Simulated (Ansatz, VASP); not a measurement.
## MoSeS: VASP beside Ansatz

One calculation is typed for both programs; each brings its own data sets. How far apart do they land? The cell is taken from a series of runs on this material, whose earlier steps may have relaxed, scaled, displaced or heated it; both programs get it as it stands.

Main program and level: Ansatz 0.2.0; plane waves, with VASP 6.6.1 beside it; PBEsol.

### Step 1. The structure

The cell holds 3 atoms: 1 Mo, 1 S and 1 Se. Its edges and angles: a = 3.363 Å, b = 3.244 Å, c = 30.400 Å, α = 90.0°, β = 90.0°, γ = 121.2°. Vacuum lies along c.

### Step 2. Ansatz: zone-centre phonons, PBEsol, pair 1

Ansatz runs on its PAW soft_1 files.

Second derivatives magnify differences that forces hide, and they need a tight electronic threshold.

The input, input.yaml:

```yaml
crystal:
  lattice:
    - [3.3632635976, 0.0, 0.0]
    - [-1.6816317988, 2.773973062, 0.0]
    - [0.0, 0.0, 30.4]
  atoms:
    - { symbol: Mo, position: [0.3311704045, 0.662340809, 0.3297317125] }
    - { symbol: S, position: [0.6678310019, 0.3356620039, 0.3789726102] }
    - { symbol: Se, position: [0.6676652603, 0.3353305205, 0.2748483088] }
  periodic: [true, true, false]
kpoints:
  mp_grid: { grid: [12, 12, 1] }
hamiltonian:
  xc: pbesol
  pseudopotentials: { kind: paw, azcp: { folder: soft_1 }, xc_functional: pbe }
scf:
  occupations: { method: fixed }
output:
  eigenvalues: true
phonons:
  method: dfpt
```

The run is started by

```console
$ ansatz run input.yaml --threads 4 --pin off --max-ram 16384MiB --backend cpu --events-out ev --progress --plain --runs-dir out
```

Numbers of over 12 decimals in the logs are rounded to 6 here.

The log of the run:

```text
zone centre: on kpoints.mp_grid the ground state, and the responses unless they are solved on pairs of k-points, stand on 43 of the mesh's 144 k-points, reduced under 2 symmetry operations, with k and −k counted as one. Each operation leaves every solved displacement unchanged or reverses it
Engine: ansatz 0.2.0, aarch64-unknown-linux-gnu
Pseudopotentials: kind: paw
Pseudopotential: Mo, paw, valence charge 14, recommended cutoff 420 eV (normal), soft_1/Mo.paw.azcp
Pseudopotential: S, paw, valence charge 6, recommended cutoff 420 eV (normal), soft_1/S.paw.azcp
Pseudopotential: Se, paw, valence charge 16, recommended cutoff 420 eV (normal), soft_1/Se.paw.azcp
Functional definition: PBEsol
  exchange = pbesol_x
  correlation = pbesol_c
Crystal: 3 atoms, lattice volume = 283.620 Å³
Basis set: ecut = 420 eV, 5637 PW (Γ), exchange–correlation on 48×48×432 points (8 copies of the dense FFT grid, shifted against one another)
Bands: 22, of which v1, the nominal top of the filled ones, is band 18 counted from 1 (17 counted from 0)
Symmetry: 2 space group operations
k-points: 43 of 144 (time reversal used)
Non-local potential: Mo, projectors of the file, l = 0: 3, l = 1: 2, l = 2: 2, l = 3: 1
Non-local potential: S, projectors of the file, l = 0: 2, l = 1: 2, l = 2: 1
Non-local potential: Se, projectors of the file, l = 0: 2, l = 1: 2, l = 2: 3, l = 3: 1
PAW form: soft (Blöchl's): semilocal exchange-correlation on the pseudo side does not see the compensation charge
PAW frozen core: Mo, regenerated for the run's functional, and the local potential with it (the file was generated under x = pbe(κ = 0.804, μ = 0.219515), c = pbe(β = 0.066725))
PAW frozen core: S, regenerated for the run's functional, and the local potential with it (the file was generated under x = pbe(κ = 0.804, μ = 0.219515), c = pbe(β = 0.066725))
PAW frozen core: Se, regenerated for the run's functional, and the local potential with it (the file was generated under x = pbe(κ = 0.804, μ = 0.219515), c = pbe(β = 0.066725))
PAW one-centre angular grid: Mo, 590 points (default); XC on 64 Gauss nodes
PAW one-centre angular grid: S, 110 points (default); XC on 64 Gauss nodes
PAW one-centre angular grid: Se, 590 points (default); XC on 64 Gauss nodes
Initial density: superposition of atomic densities (neutral atoms: chi_scale 0, normalization atom)
Initial wavefunctions: pseudopotential atomic-orbital guess
Functional: x = pbesol(κ = 0.804, μ = 0.123457), c = pbesol(β = 0.046)
SCF iter   1: F=—  HF=-11210.343659 eV  |F-HF|=—  |Δ(HF+E_count)|=         —  Δρ=3.61e-2  dr2=5.75e0  ethr=3.10e-3  ⟨swp⟩=7.7  Hψ=5563  notcnv=0  defer=73
preconditioner: auto → Resta (q_TF=auto, 1.934 Å⁻¹)  ε∞=2.2  [insulator: Δε(μ)=1.454 eV  Ē_g=8.595 eV  n_scr=18 (ndim 8)  ℏωp=9.4 eV  f_vac=0.765  ε∞_Penn≈2.2  vacuum switching on, ρ_ref=5.4e-3 e/Å³]
SCF iter   2: F=—  HF=-11209.902876 eV  |F-HF|=—  |Δ(HF+E_count)|=   4.41e-1  Δρ=2.83e-2  dr2=6.79e0  ethr=3.10e-3  ⟨swp⟩=5.0  Hψ=3046  notcnv=0  defer=83
SCF iter   3: F=—  HF=-11209.078762 eV  |F-HF|=—  |Δ(HF+E_count)|=   8.24e-1  Δρ=1.05e-2  dr2=3.15e-1  ethr=3.10e-3  ⟨swp⟩=5.3  Hψ=2847  notcnv=0  defer=81
SCF iter   4: F=—  HF=-11209.012373 eV  |F-HF|=—  |Δ(HF+E_count)|=   6.64e-2  Δρ=2.95e-3  dr2=7.23e-2  ethr=8.75e-4  ⟨swp⟩=3.3  Hψ=1909  notcnv=0  defer=86
SCF iter   5: F=—  HF=-11209.012392 eV  |F-HF|=—  |Δ(HF+E_count)|=   1.85e-5  Δρ=1.86e-3  dr2=7.37e-2  ethr=2.01e-4  ⟨swp⟩=4.2  Hψ=1628  notcnv=0  defer=86
SCF iter   6: F=—  HF=-11209.006539 eV  |F-HF|=—  |Δ(HF+E_count)|=   5.85e-3  Δρ=7.73e-4  dr2=1.25e-2  ethr=2.01e-4  ⟨swp⟩=2.0  Hψ=1096  notcnv=0  defer=86
SCF iter   7: F=—  HF=-11209.006140 eV  |F-HF|=—  |Δ(HF+E_count)|=   3.99e-4  Δρ=1.40e-4  dr2=1.59e-4  ethr=3.48e-5  ⟨swp⟩=3.3  Hψ=1450  notcnv=0  defer=86
SCF iter   8: F=—  HF=-11209.006253 eV  |F-HF|=—  |Δ(HF+E_count)|=   1.13e-4  Δρ=1.18e-4  dr2=6.63e-5  ethr=4.43e-7  ⟨swp⟩=3.3  Hψ=2210  notcnv=0  defer=86
SCF iter   9: F=—  HF=-11209.006271 eV  |F-HF|=—  |Δ(HF+E_count)|=   1.83e-5  Δρ=1.35e-4  dr2=5.35e-5  ethr=1.84e-7  ⟨swp⟩=3.0  Hψ=2064  notcnv=0  defer=85
SCF iter  10: F=—  HF=-11209.006253 eV  |F-HF|=—  |Δ(HF+E_count)|=   1.83e-5  Δρ=7.15e-5  dr2=1.57e-5  ethr=1.49e-7  ⟨swp⟩=2.2  Hψ=1746  notcnv=0  defer=84
SCF iter  11: F=—  HF=-11209.006252 eV  |F-HF|=—  |Δ(HF+E_count)|=   3.79e-7  Δρ=1.47e-5  dr2=5.30e-7  ethr=4.37e-8  ⟨swp⟩=3.5  Hψ=2005  notcnv=0  defer=80
SCF iter  12: F=—  HF=-11209.006242 eV  |F-HF|=—  |Δ(HF+E_count)|=   1.06e-5  Δρ=4.93e-6  dr2=6.56e-8  ethr=1.47e-9  ⟨swp⟩=2.3  Hψ=1776  notcnv=0  defer=79
SCF iter  13: F=—  HF=-11209.006242 eV  |F-HF|=—  |Δ(HF+E_count)|=   1.06e-8  Δρ=3.42e-7  dr2=1.00e-9  ethr=1.82e-10  ⟨swp⟩=3.3  Hψ=1978  notcnv=0  defer=78
SCF iter  14: F=—  HF=-11209.006242 eV  |F-HF|=—  |Δ(HF+E_count)|=  4.29e-10  Δρ=2.00e-7  dr2=2.71e-10  ethr=2.78e-12  ⟨swp⟩=4.5  Hψ=2310  notcnv=0  defer=76
SCF iter  15: F=-11209.006242 eV  HF=-11209.006242 eV  |F-HF|=4.73e-11  |Δ(HF+E_count)|=  3.57e-10  Δρ=1.19e-7  dr2=8.37e-11  ethr=1.00e-12  ⟨swp⟩=18.7  Hψ=9194  notcnv=0
SCF 1 converged in 15 iterations: F = -11209.006242 eV  dr2 = 8.37e-11
  greatest PAW one-centre occupation: 1.000 electrons in one spin orbital (limit 2), on the Se atom at site 2 (counted from 0), in its partial waves of l = 2
DFPT response loops at Γ: preconditioner auto → none (the input reference at scf.mixing.eps_inf says where Resta's filter doesn't serve); β = 0.50; Broyden in place of MSR1
SCF converged after 15 iterations
Free energy (F): -11209.006242 eV
Harris-Foulkes:  -11209.006242 eV  (|F-HF|=4.73e-11)
Internal energy: -11209.006242 eV  (E = F + TS)
E sigma→0 (E₀):  -11209.006242 eV
Fermi energy:    -5.581971 eV
--- Per-component energies (eV) ---
  E_band       = -1100.363915
  E_kinetic    = 637.679104
  E_local      = -80889.798121  (includes V_loc(G=0)·N_el)
  E_nonlocal   = -167.912601
  E_hartree    = 40035.403838
  E_xc         = -347.477136
  E_vxc        = -391.681433  (∫ρ·V_xc dr)
  E_paw        = -5832.703763  (= ΣΔE_a)
  E_vpaw       = -359.459211  (= ΣTr[D̂ρ^β])
  E_aug_tail   = -0.000325  (compensation charges beyond the density's cutoff)
  E_ewald      = 35354.523062
  E_core_change = 1.279701  (= ΣΔE_core)
  E_smearing   = -0.000000  (= −TS)
  E_closure    = -0.000000  (closes the sum)
  Σ components = -11209.006242   (vs F -11209.006242, Δ=0.00e0)
--- Band table (eV; the first three rows and the last of 43) ---
  k-point 0: bands = [... 14 lower, -7.4718, -7.2402, -6.9222, -5.5820, -3.0956, -2.8628, -2.8204, -2.4229]
  k-point 1: bands = [... 14 lower, -7.7441, -7.3957, -6.7628, -5.6234, -3.0995, -3.0099, -2.8701, -2.7671]
  k-point 2: bands = [... 14 lower, -8.3013, -7.6825, -6.7295, -5.8356, -3.4808, -3.3107, -3.1328, -2.4937]
  k-point 42: bands = [... 14 lower, -8.7646, -8.6912, -7.3153, -6.1134, -3.9582, -3.3779, -2.6565, -1.4539]
--- Phonons (Γ-DFPT): 9 representative perturbations + reference, on 43 of 144 k-points (Σ response iterations 40) ---
  k mesh reduced under 2 symmetry operations, with k and −k counted as one. Each operation leaves every solved displacement unchanged or reverses it
  ASR residual: 2.527e-4 → 0.000e0 eV/Å²; symmetrization residual: 1.153e-5 eV/Å²
  ASR residual per site (eV/Å²): 2.53e-4 1.26e-4 5.45e-5
  Γ frequencies (cm⁻¹): 0.00 0.00 0.00 200.80 204.46 288.75 337.64 348.09 431.45
  non-analytic LO–TO correction: not included (Born effective charges unavailable; polar crystals: no LO–TO splitting at Γ)
```

[end of part 1 of 3]

[Lines on the potential files, build, host, timing and source positions are cut from VASP's logs without a mark.]

[Logs are printed without paths, hosts, clocks, repeated set-up lines and the standing remarks that a program may print on its own settings, such as how far it seeks lower states.]

[Hosts, paths, dates, database ids (printed as entryN), source tags and the programs' standing remarks are cut or masked in the printed files.]
